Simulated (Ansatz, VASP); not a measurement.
**Equation of state of Cr3Cu under PBE**

```cif
data_structure
_symmetry_space_group_name_H-M 'Pm-3m'
_symmetry_Int_Tables_number 221
_cell_length_a 3.6019
_cell_length_b 3.6019
_cell_length_c 3.6019
_cell_angle_alpha 90.000
_cell_angle_beta 90.000
_cell_angle_gamma 90.000
_cell_volume 46.73
loop_
_atom_site_label
_atom_site_type_symbol
_atom_site_symmetry_multiplicity
_atom_site_Wyckoff_symbol
_atom_site_fract_x
_atom_site_fract_y
_atom_site_fract_z
_atom_site_occupancy
Cu1 Cu 1 a 0.00000 0.00000 0.00000 1
Cr1 Cr 3 c 0.50000 0.50000 0.00000 1
```

The cell comes from a database or a generator and needn't be the stable form of this composition.

The cell was scaled at fixed shape and fractions and run with Ansatz, Ansatz PAW, cutoff 420 eV; PBE, k mesh 7 × 7 × 7 on the cell of 4 atoms, fermi-dirac occupations of 0.05 eV, collinear spin, ferromagnetic start, no spin-orbit coupling. Energies are those that the program minimises, any entropy of the smearing included. For a metal such a mesh isn't converged to the digits shown. The magnetic state is the one that the start led to, which needn't be the lowest.

| V (Å³/atom) | energy over the lowest row (meV/atom) |
| --- | --- |
| 10.9817 | 29.37 |
| 11.2153 | 11.80 |
| 11.4490 | 2.28 |
| 11.6827 | 0.00 |
| 11.9163 | 4.20 |
| 12.1500 | ? |
| 12.3836 | 29.44 |

Problem. Fit the third-order Birch-Murnaghan form, give V0, B0 and B′, and predict the energy left open.

Solution. With y = (V0/V)^(2/3), E = E0 + (9 V0 B0/16) [(y - 1)³ B′ + (y - 1)² (6 - 4y)]. Least squares through the rows shown give V0 = 11.6442 Å³/atom, E0 = -0.09 meV, B0 = 225.3 GPa (1 eV/Å³ = 160.218 GPa) and B′ = 4.43, with a largest miss of 0.01 meV. At V = 12.1500 the form with these constants gives 14.21 meV; the run gave 14.21 meV an atom. Other set-ups at this level, from all their volumes (Å³/atom, GPa): VASP, PBE PAW files Cr_pv, Cu, 520 eV: V0 11.643, B0 223.8.
